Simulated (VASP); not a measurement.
```xyz
2
Lattice="0.0000 2.8395 2.8395 2.8395 0.0000 2.8395 2.8395 2.8395 0.0000" Properties=species:S:1:pos:R:3 pbc="T T T"
Na     0.0000     0.0000     0.0000
Cl     2.8395     2.8395     2.8395
```

Calculation: PBE GGA, VASP's PBE PAW potentials (set 64) (plane waves; VASP 6.6.1). Settings: 400 eV cut-off, 8×8×8 Γ-centred mesh, Gaussian smearing of 0.010 eV, potentials Na_pv Cl.

Q: Give the electronic dielectric tensor ε∞ (DFPT, local fields included).

A: 
```
2.49  0.00  0.00
0.00  2.49  0.00
0.00  0.00  2.49
```

Q: Give the Born effective charges.

A: 
| atom | Z*xx | Z*yy | Z*zz | mean |
|---|---|---|---|---|
| Na1 | 1.10 | 1.10 | 1.10 | 1.10 |
| Cl2 | -1.10 | -1.10 | -1.10 | -1.10 |

Q: And the static tensor with the ions free?

A: 
```
6.39  0.00  0.00
0.00  6.39  0.00
0.00  0.00  6.39
```

Q: Which frequencies do the optical Γ-point modes have (no LO-TO splitting)?

A: 155 (×3) cm⁻¹.

The compound is NaCl in the rock salt structure. It was relaxed first.
